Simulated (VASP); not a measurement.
Calculation: PBEsol GGA, VASP's PBE PAW potentials (set 64) (plane waves; VASP).

VASP input:

### POSCAR
```
CdSe
1
    0.0000000000     3.0472585319     3.0472585319
    3.0472585319     0.0000000000     3.0472585319
    3.0472585319     3.0472585319    -0.0000000000
Cd Se
1 1
Direct
  0.0000000000   0.0000000000   0.0000000000
  0.2500000000   0.2500000000   0.2500000000
```

INCAR:
```
ALGO = Normal
EDIFF = 1E-6
EDIFFG = -0.02
ENCUT = 500
GGA = PS
IBRION = 2
ISIF = 3
ISMEAR = 0
LASPH = .TRUE.
LCHARG = .FALSE.
LMAXMIX = 4
LREAL = .FALSE.
LWAVE = .FALSE.
NELM = 100
NSW = 40
PREC = Accurate
SIGMA = 0.05
SYSTEM = CdSe
```

KPOINTS:
```
Automatic mesh
0
Gamma
8 8 8
0 0 0
```

POTCAR, in this order: Cd Se (PBE.64 set). Program: vasp_std.

**Question.** What will the output report for the number of irreducible k-points (NKPTS), largest plane-wave count, number of space-group operations, FFT grid (NGX, NGY, NGZ)?

**Answer.** 
```
Property                                       Value
--------------------------------------  ------------
number of irreducible k-points (NKPTS)            29
largest plane-wave count                        1459
number of space-group operations                  24
FFT grid (NGX, NGY, NGZ)                32 × 32 × 32
```

The structure was generated: CdSe was put into the zinc blende type (F-43m), which need not be its known phase. It was relaxed first.
